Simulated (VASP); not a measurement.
# Ca3HfI (Pm-3m) in VASP: notebook

The runs below take Ca3HfI through single point, with PBE.

Program: VASP 6.6.1. These are calculated values, not measurements. Logs are shortened: lines on timing, memory, paths and dates and some standing lists are left out, and cuts for length are marked.

### 1 The cell of the first run

It takes space group Pm-3m (No. 221, cubic). Conventional cell: a = 5.795 Å, b = 5.795 Å, c = 5.795 Å, α = 90.00°, β = 90.00°, γ = 90.00°. Around Ca (site symmetry 4/mmm) lie 2 I at 2.90 Å. Around Ca (site symmetry 4/mmm) lie 2 I at 2.90 Å. Hf (site symmetry m-3m) is surrounded by 12 Ca at 4.10 Å. I (site symmetry m-3m) has 6 Ca at 2.90 Å as nearest neighbours.

The cell was built by a generator and needn't be a form met in nature.

### 2 Single point, PBE (cell x2)

Contents of INCAR:

```
ALGO     = Fast           # electronic algorithm
EDIFF    = 1E-6           # SCF threshold, eV
ENCUT    = 520            # plane-wave cutoff, eV
GGA      = PE             # functional
ISIF     = 2              # what is computed and relaxed
ISMEAR   = 0              # smearing method
LASPH    = T              # aspherical terms in the spheres
LCHARG   = F              # write CHGCAR
LREAL    = F              # projectors in reciprocal space
LWAVE    = F              # write WAVECAR
NBANDS   = 58             # bands
NELM     = 100            # most SCF steps
PREC     = Accurate       # precision mode
SIGMA    = 0.2            # smearing width, eV
```

Contents of KPOINTS:

```
k-points
0
Gamma
  4 4 2
```

Contents of POSCAR:

```
Ca3HfI
1.0
   -5.7952286134      0.0000000000      0.0000000000
    0.0000000000      0.0000000000     -5.7952286134
    0.0000000000    -11.5904572268      0.0000000000
Ca Hf I
6 2 2
Direct
    1.0000000000      0.5000000000      0.7500000000
    0.0000000000      0.5000000000      0.2500000000
    0.5000000000      1.0000000000      0.7500000000
    0.5000000000      1.0000000000      0.2500000000
    0.5000000000      0.5000000000      1.0000000000
    0.5000000000      0.5000000000      0.5000000000
    1.0000000000      1.0000000000      0.5000000000
    1.0000000000      1.0000000000      1.0000000000
    0.5000000000      0.5000000000      0.7500000000
    0.5000000000      0.5000000000      0.2500000000
```

Potentials or basis: VASP PAW PBE potentials, release 64 (Ca_sv, Hf_pv, I).

Started as:

```bash
$ cat potpaw_PBE.64/Ca_sv/POTCAR potpaw_PBE.64/Hf_pv/POTCAR potpaw_PBE.64/I/POTCAR > POTCAR
$ mpirun -np 1 vasp_std > vasp.out
```

OUTCAR:

```text
EDIFF = 1E-6
   ENCUT = 520
   GGA = PE
   ISIF = 2
   ISMEAR = 0
   LASPH = T
   LREAL = F
   NELM = 100
   PREC = Accurate

 ion  position               nearest neighbor table
   1  0.000  0.500  0.750-   9 2.90   9 2.90
   2  0.000  0.500  0.250-  10 2.90  10 2.90
   3  0.500  0.000  0.750-   9 2.90   9 2.90
   4  0.500  0.000  0.250-  10 2.90  10 2.90
   5  0.500  0.500  0.000-   9 2.90  10 2.90
   6  0.500  0.500  0.500-   9 2.90  10 2.90
   7  0.000  0.000  0.500-
   8  0.000  0.000  0.000-
   9  0.500  0.500  0.750-   1 2.90   3 2.90   5 2.90   6 2.90   3 2.90   1 2.90
  10  0.500  0.500  0.250-   2 2.90   4 2.90   5 2.90   6 2.90   4 2.90   2 2.90

  LATTYP: Found a simple tetragonal cell.
 ALAT       =     5.7952286134
 C/A-ratio  =     2.0000000000

  Lattice vectors:

 A1 = (  -5.7952286134,   0.0000000000,   0.0000000000)
 A2 = (   0.0000000000,   0.0000000000,  -5.7952286134)
 A3 = (   0.0000000000, -11.5904572268,   0.0000000000)

Analysis of symmetry for initial positions (statically):
=====================================================================
 Subroutine PRICEL returns following result:

  LATTYP: Found a simple cubic cell.
 ALAT       =     5.7952286134

  Lattice vectors:

 A1 = (  -5.7952286134,   0.0000000000,   0.0000000000)
 A2 = (   0.0000000000,   0.0000000000,  -5.7952286134)
 A3 = (   0.0000000000,  -5.7952286134,   0.0000000000)

   2 primitive cells build up your supercell.

 Routine SETGRP: Setting up the symmetry group for a
 simple tetragonal supercell.

 Subroutine GETGRP returns: Found 16 space group operations
 (whereof 16 operations were pure point group operations)
 out of a pool of 16 trial point group operations.

The static configuration has the point symmetry D_4h.

Analysis of symmetry for dynamics (positions and initial velocities):
=====================================================================
 Subroutine PRICEL returns following result:

  LATTYP: Found a simple cubic cell.
 ALAT       =     5.7952286134

  Lattice vectors:

 A1 = (  -5.7952286134,   0.0000000000,   0.0000000000)
 A2 = (   0.0000000000,   0.0000000000,  -5.7952286134)
 A3 = (   0.0000000000,  -5.7952286134,   0.0000000000)

   2 primitive cells build up your supercell.

 Routine SETGRP: Setting up the symmetry group for a
 simple tetragonal supercell.

 Subroutine GETGRP returns: Found 16 space group operations
 (whereof 16 operations were pure point group operations)
 out of a pool of 16 trial point group operations.

The dynamic configuration has the point symmetry D_4h.

 Subroutine INISYM returns: Found 16 space group operations
 (whereof 16 operations are pure point group operations),
 and found     2 'primitive' translations

----------------------------------------------------------------------------------------

                                     Primitive cell

  volume of cell :     194.6309

  direct lattice vectors                    reciprocal lattice vectors
    -5.795228613  0.000000000  0.000000000    -0.172555747  0.000000000  0.000000000
     0.000000000  0.000000000 -5.795228613     0.000000000  0.000000000 -0.172555747
     0.000000000 -5.795228613  0.000000000     0.000000000 -0.172555747  0.000000000

  length of vectors
     5.795228613  5.795228613  5.795228613     0.172555747  0.172555747  0.172555747

  position of ions in fractional coordinates (direct lattice)
     0.000000000  0.500000000  0.500000000
     0.500000000  0.000000000  0.500000000
     0.500000000  0.500000000  0.000000000
     0.000000000  0.000000000  0.000000000
     0.500000000  0.500000000  0.500000000

  ion indices of the primitive-cell ions
   primitive index   ion index
                 1           1
                 2           3
                 3           5
                 4           7
                 5           9

----------------------------------------------------------------------------------------

 KPOINTS: k-points

Automatic generation of k-mesh.
 Grid dimensions read from file:
 generate k-points for:    4    4    2

 Generating k-lattice:

  Cartesian coordinates                     Fractional coordinates (reciprocal lattice)
    -0.043138937  0.000000000  0.000000000     0.250000000  0.000000000  0.000000000
     0.000000000  0.000000000 -0.043138937     0.000000000  0.250000000  0.000000000
     0.000000000 -0.043138937  0.000000000     0.000000000  0.000000000  0.500000000

  Length of vectors
     0.043138937  0.043138937  0.043138937

  Shift w.r.t. Gamma in fractional coordinates (k-lattice)
     0.000000000  0.000000000  0.000000000

 Subroutine IBZKPT returns following result:
 ===========================================

 Found     12 irreducible k-points:

 Following reciprocal coordinates:
            Coordinates               Weight
  0.000000  0.000000  0.000000      1.000000
  0.250000  0.000000  0.000000      4.000000
  0.500000  0.000000  0.000000      2.000000
  0.250000  0.250000  0.000000      4.000000
  0.500000  0.250000  0.000000      4.000000
  0.500000  0.500000  0.000000      1.000000
  0.000000  0.000000  0.500000      1.000000
  0.250000  0.000000  0.500000      4.000000
  0.500000  0.000000  0.500000      2.000000
  0.250000  0.250000  0.500000      4.000000
  0.500000  0.250000  0.500000      4.000000
  0.500000  0.500000  0.500000      1.000000
   k-points           NKPTS =     12   k-points in BZ     NKDIM =     12   number of bands    NBANDS=     58
   number of dos      NEDOS =    301   number of ions     NIONS =     10
   total plane-waves  NPLWV = 207360
   dimension x,y,z NGX =    48 NGY =   48 NGZ =   90
   dimension x,y,z NGXF=    96 NGYF=   96 NGZF=  180
   ions per type =               6   2   2
   NGX,Y,Z   is equivalent  to a cutoff of  13.77, 13.77, 12.91 a.u.
   NGXF,Y,Z  is equivalent  to a cutoff of  27.54, 27.54, 25.82 a.u.
 SYSTEM =  unknown system
   PREC   = accura    normal or accurate (medium, high low for compatibility)
   ISTART =      0    job   : 0-new  1-cont  2-samecut
   ICHARG =      2    charge: 1-file 2-atom 10-const
   ISPIN  =      1    spin polarized calculation?
   LNONCOLLINEAR =      F non collinear calculations
   LSORBIT =      F    spin-orbit coupling
   LASPH  =      T    aspherical Exc in radial PAW
   ENCUT  =  520.0 eV  38.22 Ry    6.18 a.u.  10.78 10.78 21.55*2*pi/ulx,y,z
   NELM   =    100;   NELMIN=  2; NELMDL= -5     # of ELM steps
   EDIFF  = 0.1E-05   stopping-criterion for ELM
   LREAL  =      F    real-space projection
[... 7 lines left out ...]
   TEBEG  =    0.0;   TEEND  =   0.0 temperature during run
   PSTRESS=    0.0 pullay stress
   NELECT =      94.0000    total number of electrons
   NUPDOWN=      -1.0000    fix difference up-down
   EMIN   =  10.00;   EMAX   =-10.00  energy-range for DOS
   EFERMI =   0.00;   METHOD = LEGACY
   ISMEAR =     0;   SIGMA  =   0.20  broadening in eV -4-tet -1-fermi 0-gaus
   EFERMI_NEDOS =   21; number of points for ismear=-14 and -15
   IALGO  =     68    algorithm
   IMIX   =      4    mixing-type and parameters
     AMIX     =   0.40;   BMIX     =  1.00
     AMIX_MAG =   1.60;   BMIX_MAG =  1.00
  volume/ion in A,a.u.               =      38.93       262.69
  Fermi-wavevector in a.u.,A,eV,Ry     =   1.019460  1.926500 14.140518  1.039299
  Thomas-Fermi vector in A             =   2.152975
   LORBIT       =      0    0 simple, 1 ext, 2 COOP (PROOUT), +10 PAW based schemes
   GGA     = PE    functional components
   LHFCALC =     F    Hartree Fock is set to
   AEXX    =    0.0000 exact exchange contribution
   IVDW    =     0    specifies the selected vdW correction
   LEPSILON=     F    determine dielectric tensor
   LRPA    =     F    only Hartree local field effects (RPA)
 non-spin polarized calculation
 RMM-DIIS sequential band-by-band and
 Gauss-broadening in eV      SIGMA  =   0.20
  energy-cutoff  :      520.00
  volume of cell :      389.26
 maximum number of plane-waves:     10488
 NGX is ok and might be reduce to    48
   NGX = 21   NGY = 21   NGZ = 43

 number of electron      94.0000024 magnetization

 Free energy of the ion-electron system (eV)
  ---------------------------------------------------
  ext. energy  EPLUGINS =         0.00000000
  ---------------------------------------------------
  free energy    TOTEN  =       -29.34188440 eV

  energy without entropy =      -28.84597270  energy(sigma->0) =      -29.09392855

 E-fermi :   2.8773     XC(G=0):  -8.2296

 val. band max:        2.8535791110   @ k =   0.0000   0.0000   0.5000
 cond. band min:       2.8913504336   @ k =   0.2500   0.2500   0.5000
 fundamental gap:      0.0377713226
 Fermi energy:         2.8772988109

 k-point     1 :       0.0000    0.0000    0.0000
  band No.  band energies     occupation
      1     -38.9329      2.00000
      2     -38.9297      2.00000
      3     -38.9267      2.00000
      4     -38.9234      2.00000
      5     -38.9234      2.00000
      6     -38.9234      2.00000
[... 50 lines left out ...]
     57       4.6183      0.00000
     58       4.8726      0.00000

 k-point     2 :       0.2500    0.0000    0.0000
  band No.  band energies     occupation
      1     -38.9317      2.00000
      2     -38.9288      2.00000
      3     -38.9267      2.00000
      4     -38.9246      2.00000
      5     -38.9243      2.00000
      6     -38.9234      2.00000
[... 50 lines left out ...]
     57       3.8851      0.00000
     58       4.8317      0.00000

 k-point     3 :       0.5000    0.0000    0.0000
  band No.  band energies     occupation
      1     -38.9297      2.00000
      2     -38.9266      2.00000
      3     -38.9266      2.00000
      4     -38.9266      2.00000
      5     -38.9265      2.00000
      6     -38.9234      2.00000
[... 484 lines left out ...]
      3     -38.9266      2.00000
      4     -38.9266      2.00000
      5     -38.9250      2.00000
      6     -38.9250      2.00000
[... 50 lines left out ...]
     57       4.4597      0.00000
     58       5.2564      0.00000

 k-point    12 :       0.5000    0.5000    0.5000
  band No.  band energies     occupation
      1     -38.9266      2.00000
      2     -38.9266      2.00000
      3     -38.9266      2.00000
      4     -38.9266      2.00000
      5     -38.9266      2.00000
      6     -38.9266      2.00000
[... 50 lines left out ...]
     57       4.9196      0.00000
     58       5.1054      0.00000

------------------------ aborting loop because EDIFF is reached ----------------------------------------

  FORCE on cell =-STRESS in cart. coord.  units (eV):
  Direction    XX          YY          ZZ          XY          YZ          ZX
  --------------------------------------------------------------------------------------
  -------------------------------------------------------------------------------------
  Total        0.2406594      0.2400019      0.2406594     -0.0000000      0.0000000      0.0000000
  in kB        0.9905394      0.9878329      0.9905394     -0.0000000      0.0000000      0.0000000
  external PRESSURE =       0.9896372 kB  Pullay stress =       0.0000000 kB

 VOLUME and BASIS-vectors are now :
 -----------------------------------------------------------------------------
  energy-cutoff  :      520.00
  volume of cell :      389.26
      direct lattice vectors                 reciprocal lattice vectors
    -5.795228613  0.000000000  0.000000000    -0.172555747  0.000000000  0.000000000
     0.000000000  0.000000000 -5.795228613     0.000000000  0.000000000 -0.172555747
     0.000000000-11.590457227  0.000000000     0.000000000 -0.086277873  0.000000000

 POSITION                                       TOTAL-FORCE (eV/Angst)
 -----------------------------------------------------------------------------------
      0.00000     -8.69284     -2.89761         0.000000      0.000000     -0.000000
      0.00000     -2.89761     -2.89761         0.000000      0.000000     -0.000000
     -2.89761     -8.69284      0.00000         0.000000      0.000000     -0.000000
     -2.89761     -2.89761      0.00000         0.000000      0.000000     -0.000000
     -2.89761      0.00000     -2.89761         0.000000      0.000000      0.000000
     -2.89761     -5.79523     -2.89761         0.000000     -0.000000      0.000000
      0.00000     -5.79523      0.00000         0.000000      0.000000     -0.000000
      0.00000      0.00000      0.00000         0.000000      0.000000     -0.000000
     -2.89761     -8.69284     -2.89761        -0.000000     -0.000000      0.000000
     -2.89761     -2.89761     -2.89761        -0.000000     -0.000000      0.000000
 -----------------------------------------------------------------------------------
    total drift:                               -0.000000      0.000000     -0.000000

  FREE ENERGIE OF THE ION-ELECTRON SYSTEM (eV)
  ---------------------------------------------------
  free  energy   TOTEN  =       -29.3418844000 eV

  energy  without entropy=      -28.8459727017  energy(sigma->0) =      -29.09392855
```

Run time: 24 min. Hardware: 1 thread of Intel Xeon Platinum 8488C (Sapphire Rapids), shared host; peak memory 0.61 GiB.

Results:

* Free energy: -29.3419 eV
* Pressure: 0.1 GPa
* Band gap on the k mesh: none (metal or under the smearing width)

### 3 Single point, PBE (species swapped into the AlFe3C type (Pm-3m, No. 221))

Contents of INCAR:

```
PREC     = Accurate       # precision mode
ENCUT    = 520            # plane-wave cutoff, eV
EDIFF    = 1E-6           # SCF threshold, eV
ISMEAR   = 0              # smearing method
SIGMA    = 0.1            # smearing width, eV
LREAL    = F              # projectors in reciprocal space
LASPH    = T              # aspherical terms in the spheres
NELM     = 100            # most SCF steps
ALGO     = Normal         # electronic algorithm
ISIF     = 2              # what is computed and relaxed
LWAVE    = F              # write WAVECAR
LCHARG   = F              # write CHGCAR
GGA      = PE             # functional
NBANDS   = 32             # bands
```

Contents of KPOINTS:

```
Automatic mesh
0
Gamma
  4 4 4
```

Contents of POSCAR:

```
Ca3HfI
1.0
    4.9293859800      0.0000000000      0.0000000000
    0.0000000000      4.9293859800      0.0000000000
    0.0000000000      0.0000000000      4.9293859800
Ca Hf I
3 1 1
Direct
    0.0000000000      0.5000000000      0.5000000000
    0.5000000000      0.5000000000      0.0000000000
    0.5000000000      0.0000000000      0.5000000000
    0.0000000000      0.0000000000      0.0000000000
    0.5000000000      0.5000000000      0.5000000000
```

Potentials or basis: VASP PAW PBE potentials, release 64 (Ca_sv, Hf_pv, I).

Started as:

```bash
$ cat potpaw_PBE.64/Ca_sv/POTCAR potpaw_PBE.64/Hf_pv/POTCAR potpaw_PBE.64/I/POTCAR > POTCAR
$ mpirun -np 1 vasp_std > vasp.out
```

Run time: 59 s. Hardware: 1 thread of Intel Xeon Platinum 8488C (Sapphire Rapids), shared host; peak memory 0.25 GiB.

Results (log left out):

- Free energy: -9.0600 eV
- Pressure: 35.3 GPa
- Band gap on the k mesh: none (metal or under the smearing width)

Levels at points of the mesh, in eV from the Fermi level:
| k point | band 21 | band 22 | band 23 | band 24 | band 25 | band 26 |
| --- | --- | --- | --- | --- | --- | --- |
| (0.00, 0.00, 0.00) | -1.09 | -1.09 | -0.78 | -0.78 | -0.78 | 1.85 |
| (0.50, 0.00, 0.00) | -1.34 | -0.43 | 0.14 | 0.31 | 0.31 | 0.42 |
| (0.50, 0.50, 0.00) | -0.25 | -0.21 | -0.21 | -0.06 | -0.06 | 0.66 |
| (0.50, 0.50, 0.50) | -0.18 | -0.18 | -0.18 | 0.23 | 0.23 | 0.23 |

Caveat: a pressure of tens of GPa on the cell as given is suspect, and the run, the potentials or the cell itself is likely at fault; an odd number of electrons without spin polarisation forces a metal; a magnetic or distorted state may lie lower.
